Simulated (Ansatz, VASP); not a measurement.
# H26C12S3O7 in two plane-wave programs, part 2 of 2

One calculation is typed for both programs; each brings its own data sets. How far apart do they land? Of the first pair: The structure shown is the start of the Ansatz relaxation below; VASP solves that cell, so the two are compared at the walk's first step.

VASP 6.6.1 and Ansatz 0.2.0.

So far. Step 3 (VASP: single point, PBE with D3(BJ), start cell, pair 1): The run ends at a pressure of 2.54 GPa, with forces up to 3.5 eV/Å.

### Step 5. Ansatz: relaxation, PBE with D3(BJ)

Level of this step: Ansatz beside VASP: Kohn-Sham DFT, plane waves, PBE with D3(BJ) (Ansatz).

This run makes the geometry at which the two programs are then compared. The cell compared in this pair holds 1894.14 Å³, against 2086.43 Å³ for the pair before.

The structure compared here is the end of the Ansatz relaxation.

Contents of input.yaml:

```yaml
crystal:
  lattice:
    - [12.77814, 0.0, 0.0]
    - [0.0, 12.77814, 0.0]
    - [0.0, 0.0, 12.77814]
  atoms:
    - { symbol: O, position: [0.86482, 0.46713, 0.03442] }
    - { symbol: S, position: [0.94831, 0.39388, 0.04821] }
    - { symbol: O, position: [0.95592, 0.29765, 0.99084] }
    - { symbol: C, position: [0.96396, 0.37187, 0.18175] }
    - { symbol: C, position: [0.08701, 0.36905, 0.19035] }
    - { symbol: C, position: [0.12362, 0.46104, 0.12458] }
    - { symbol: C, position: [0.06473, 0.45632, 0.01971] }
    - { symbol: H, position: [0.93481, 0.43383, 0.23764] }
    - { symbol: H, position: [0.93073, 0.2928, 0.21174] }
    - { symbol: H, position: [0.13223, 0.29948, 0.15951] }
    - { symbol: H, position: [0.10357, 0.36924, 0.26989] }
    - { symbol: H, position: [0.09008, 0.53037, 0.1626] }
    - { symbol: H, position: [0.2043, 0.47948, 0.10746] }
    - { symbol: H, position: [0.09761, 0.40552, 0.96239] }
    - { symbol: H, position: [0.0512, 0.5359, 0.98184] }
    - { symbol: O, position: [0.14729, 0.85018, 0.16375] }
    - { symbol: S, position: [0.12368, 0.85851, 0.272] }
    - { symbol: O, position: [0.05128, 0.93695, 0.3109] }
    - { symbol: C, position: [0.23378, 0.85946, 0.34889] }
    - { symbol: C, position: [0.22099, 0.77701, 0.42809] }
    - { symbol: C, position: [0.16789, 0.68567, 0.37452] }
    - { symbol: C, position: [0.07822, 0.73168, 0.31583] }
    - { symbol: H, position: [0.29889, 0.84564, 0.2939] }
    - { symbol: H, position: [0.2374, 0.93768, 0.39019] }
    - { symbol: H, position: [0.1781, 0.80956, 0.49644] }
    - { symbol: H, position: [0.29832, 0.76257, 0.46064] }
    - { symbol: H, position: [0.21924, 0.64409, 0.31643] }
    - { symbol: H, position: [0.1308, 0.62501, 0.43339] }
    - { symbol: H, position: [0.00762, 0.75074, 0.36478] }
    - { symbol: H, position: [0.05438, 0.67978, 0.25159] }
[... 156 atom lines left out ...]
    - { symbol: O, position: [0.87259, 0.6686, 0.09774] }
    - { symbol: H, position: [0.8059, 0.7043, 0.07769] }
    - { symbol: H, position: [0.87096, 0.59441, 0.07288] }
    - { symbol: O, position: [0.22298, 0.75554, 0.73713] }
    - { symbol: H, position: [0.23776, 0.81816, 0.78168] }
    - { symbol: H, position: [0.14633, 0.75197, 0.72176] }
kpoints:
  mp_grid: { grid: [1, 1, 1] }
hamiltonian:
  xc: pbe
  dispersion: d3bj
scf:
  occupations: { method: fixed }
output:
  forces: true
relax:
  f_tol: 0.05
  max_steps: 200
  cell: {}
```

Started as:

```
ansatz run input.yaml --threads 4 --pin off --max-ram 8192MiB --backend cpu --events-out ev --progress --plain --runs-dir out
```

Numbers of over 12 decimals in the logs are rounded to 6 here.

Log:

```text
[...]
Crystal: 192 atoms, lattice volume = 2086.426 Å³
Basis set: ecut = 420 eV, 40651 PW (Γ), exchange–correlation on 180×180×180 points (8 copies of the dense FFT grid, shifted against one another)
Bands: 460, of which v1, the nominal top of the filled ones, is band 268 counted from 1 (267 counted from 0)
Symmetry: 1 space group operations
[...]
k-points: 1
[...]
- { symbol: C, position: [0.415630, 0.981703, 0.693230] }
    - { symbol: C, position: [0.380945, 0.901439, 0.608512] }
[...]
- { symbol: O, position: [0.461876, 0.924520, 0.277513] }
[...]
- { symbol: O, position: [0.000552455, 0.806100, -0.019757] }
[...]
- { symbol: O, position: [0.844610, 0.694784, 0.091666] }
    - { symbol: H, position: [0.768758, 0.706767, 0.068978] }
    - { symbol: H, position: [0.862303, 0.622129, 0.066914] }
    - { symbol: O, position: [0.216474, 0.743466, 0.767464] }
    - { symbol: H, position: [0.212342, 0.798454, 0.822633] }
    - { symbol: H, position: [0.145329, 0.747350, 0.730985] }
```

### Step 6. VASP: single point, PBE with D3(BJ), relaxed cell, pair 2

The same cell, functional and mesh now go to VASP, with its own data sets.

Contents of INCAR:

```
SYSTEM = H26C12S3O7
PREC = Accurate
ENCUT = 600
EDIFF = 1E-06
NELM = 120
ISMEAR = 0
SIGMA = 0.01
LREAL = Auto
ALGO = Normal
GGA = PE
IVDW = 12
NBANDS = 402
LORBIT = 11
LWAVE = .FALSE.
LCHARG = .FALSE.
ISIF = 2
LASPH = .TRUE.
GGA_COMPAT = .FALSE.
EFERMI = MIDGAP
```

Contents of POSCAR:

```
H26C12S3O7
1.0
   12.3875290000      0.1497260000     -0.1909320000
    0.1497260000     12.3710240000      0.1965330000
   -0.1909320000      0.1965330000     12.3680680000
O S C H
28 12 48 104
Direct
    0.9172200000      0.4972500000      0.0033600000
    0.0000800000      0.3108400000      0.0082600000
    0.1470100000      0.7729500000      0.1669500000
    0.0981500000      0.9435800000      0.2604500000
    0.8220500000      0.1916600000      0.4065400000
    0.9402200000      0.3131900000      0.5145500000
    0.7442400000      0.1668800000      0.7630700000
    0.6696600000      0.3376000000      0.6705000000
    0.3199000000      0.2631800000      0.6917500000
    0.3003400000      0.3571400000      0.8666100000
    0.7317000000      0.4523300000      0.2150600000
    0.8454700000      0.5651200000      0.3378900000
    0.0223700000      0.7471400000      0.6334700000
    0.8513000000      0.8432500000      0.5682600000
    0.2364800000      0.8993100000      0.9320300000
    0.1824900000      0.0606700000      0.8128400000
    0.2862400000      0.2319100000      0.3652400000
    0.3443600000      0.4184100000      0.4107700000
    0.5453800000      0.8556300000      0.9044000000
    0.6273000000      0.6969400000      0.0103700000
    0.5945100000      0.0894500000      0.0398300000
    0.6559100000      0.9290600000      0.1564100000
    0.4961900000      0.7141200000      0.6446500000
    0.5252700000      0.8186900000      0.4725500000
    0.4618800000      0.9245200000      0.2775100000
    0.0005500000      0.8061000000      0.9802400000
    0.8446100000      0.6947800000      0.0916700000
    0.2164700000      0.7434700000      0.7674600000
    0.9995000000      0.4205300000      0.0496000000
    0.1241600000      0.8276900000      0.2676400000
[... 156 atom lines left out ...]
    0.9446300000      0.7689200000      0.0217600000
    0.0637800000      0.8025100000      0.0293000000
    0.7687600000      0.7067700000      0.0689800000
    0.8623000000      0.6221300000      0.0669100000
    0.2123400000      0.7984500000      0.8226300000
    0.1453300000      0.7473500000      0.7309800000
```

Contents of KPOINTS:

```
Automatic mesh
0
Gamma
1 1 1
0 0 0
```

Potentials, in the order of the species: O, S, C and H (PBE family, release 64).

Started as:

```
export OMP_NUM_THREADS=4
mpirun -np 1 vasp_gam
```

Log:

```text
[... set-up lines as in an earlier step ...]
 entering main loop
       N       E                     dE             d eps       ncg     rms          rms(c)
DAV:   1     0.436891981614E+04    0.43689E+04   -0.30803E+05   812   0.140E+03
DAV:   2    -0.670551744881E+03   -0.50395E+04   -0.47766E+04  1014   0.309E+02
DAV:   3    -0.115603657894E+04   -0.48548E+03   -0.48107E+03  1000   0.984E+01
DAV:   4    -0.116735469206E+04   -0.11318E+02   -0.11262E+02  1024   0.165E+01
[...]
DAV:  18    -0.105537140403E+04    0.14740E-05   -0.11670E-05   984   0.638E-03    0.686E-03
DAV:  19    -0.105537140255E+04    0.14711E-05   -0.19103E-06   720   0.429E-03    0.251E-03
DAV:  20    -0.105537140222E+04    0.33280E-06   -0.12531E-06   736   0.279E-03
   1 F= -.10675619E+04 E0= -.10675619E+04  d E =0.000000E+00
```

From OUTCAR (step 6):

```text
  FREE ENERGIE OF THE ION-ELECTRON SYSTEM (eV)
  ---------------------------------------------------
  free  energy   TOTEN  =     -1067.5619129557 eV

  energy  without entropy=    -1067.5619129557  energy(sigma->0) =    -1067.56191296
```

The run ends at a pressure of -0.42 GPa, with forces up to 0.23 eV/Å.

### Step 7. Side by side

What differs besides the data sets and the points named for the pairs above, as far as they apply: the cutoff is 420 eV in Ansatz and 600 eV in VASP (PREC = Accurate, projectors in real space). Total energies have different zeros and are not compared.

The two programs side by side:

| quantity | Ansatz | VASP | difference |
| --- | --- | --- | --- |
| pressure (GPa) | -0.01 | -0.42 | +0.41 |
| gap on the k mesh (eV) | 5.624 | 5.612 | +0.012 |

Forces on 7 of the 192 atoms, those with the largest forces and the largest differences (eV/Å; atoms numbered as in POSCAR):

| atom | Ansatz x, y, z | VASP x, y, z |
| --- | --- | --- |
| O3 | 0.002, -0.002, 0.031 | -0.041, 0.100, 0.198 |
| O4 | 0.004, -0.003, 0.005 | 0.049, -0.220, 0.004 |
| O9 | 0.001, 0.002, -0.001 | -0.099, 0.150, 0.126 |
| O16 | -0.004, 0.003, -0.004 | 0.073, -0.082, 0.188 |
| O17 | 0.003, 0.000, 0.003 | 0.159, 0.150, 0.034 |
| O19 | 0.002, -0.007, 0.005 | -0.023, -0.199, 0.114 |
| O23 | -0.008, 0.001, 0.000 | 0.011, 0.193, -0.108 |

The forces differ by 53 meV/Å r.m.s., where the r.m.s. force is 0.004 eV/Å in Ansatz and 0.054 eV/Å in VASP: the atoms lie near their places of rest in Ansatz, so a percentage would say little (all taken over all components). A gap on the mesh is an upper bound, since the band edges may lie between its points.

### Step 8. Outcome

```
r.m.s. force difference (single point, PBE with D3(BJ), start cell, pair 1)   : 6.5 % of the r.m.s. force
r.m.s. force difference (single point, PBE with D3(BJ), relaxed cell, pair 2) : 53 meV/Å
```

What this shows: The r.m.s. force difference is 53 meV/Å (single point, PBE with D3(BJ), relaxed cell, pair 2), beyond the 12 meV/Å picked in this series as the mark of a large difference. What causes the difference of the single point, PBE with D3(BJ), start cell, pair 1 pair stays open here. What causes the difference of the single point, PBE with D3(BJ), relaxed cell, pair 2 pair stays open here. How closely two codes agree says nothing of how well the functional describes the real material.

[Lines on the potential files, build, host, timing and source positions are cut from VASP's logs without a mark.]

[Logs are printed without paths, hosts, clocks, repeated set-up lines and the standing remarks that a program may print on its own settings, such as how far it seeks lower states.]

[Hosts, paths, dates, database ids (printed as entryN), source tags and the programs' standing remarks are cut or masked in the printed files.]
